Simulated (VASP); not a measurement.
Here is the system:

```
TlBr
1.0
    3.93891     0.00000     0.00000
    0.00000     3.93891     0.00000
    0.00000     0.00000     3.93891
Tl Br
1 1
Direct
  0.00000   0.00000   0.00000
  0.50000   0.50000   0.50000
```

Computed with PBE GGA with D3 dispersion (Becke-Johnson damping), VASP's PBE PAW potentials (set 64) (plane waves; VASP). Settings: 520 eV cut-off, 7×7×7 Γ-centred mesh, Gaussian smearing of 0.050 eV, potentials Tl_d Br.

Task: The job: TlBr (CsCl type), 2 atoms, PBE-D3(BJ), static run, 520 eV, 7×7×7 Γ-centred mesh. Roughly how much core time does it take on a busy server core?

Result: About 9 core-seconds (one run on a shared machine, a rough figure). It had 20 irreducible k-points, 14 bands, up to 1663 plane waves and 13 electronic steps.

The compound is TlBr in the CsCl type structure. This cell is one point of a volume scan, at 0.97 of the reference volume.
